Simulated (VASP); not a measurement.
Data:

```xyz
2
Lattice="0.0000 3.6610 3.6610 3.6610 0.0000 3.6610 3.6610 3.6610 0.0000" Properties=species:S:1:pos:R:3 pbc="T T T"
Cs     0.0000     0.0000     0.0000
Br     3.6610     3.6610     3.6610
```

Method: LDA (Ceperley-Alder, Perdew-Zunger), VASP's LDA PAW potentials (set 64) (plane waves; VASP). Numerical set-up: 400 eV cut-off, 6×6×6 Γ-centred mesh, Gaussian smearing of 0.050 eV, potentials Cs_sv Br.

Energy and stress use the plane-wave basis of the starting cell.

Problem. The ions, cell shape and volume are relaxed. What does this cell relax into?

Solution. 
```xyz
2
Lattice="0.0000 3.5156 3.5156 3.5156 0.0000 3.5156 3.5156 3.5156 0.0000" Properties=species:S:1:pos:R:3 pbc="T T T"
Cs     3.5156     3.5156     7.0313
Br     3.5156     3.5156     3.5156
```
Space group Fm-3m (225), at a tolerance of 0.03 Å.

Problem. How do energy and volume change from the first to the last step?

Solution. The energy (σ→0) changes by -29.0 meV/atom and the volume by -11.4 %, in 4 ionic steps.

The structure comes from a computed database's CsBr entry (Fm-3m); how it stands against other phases isn't given here. This run relaxes it. Symmetry was kept, so distortions that lower it aren't found.
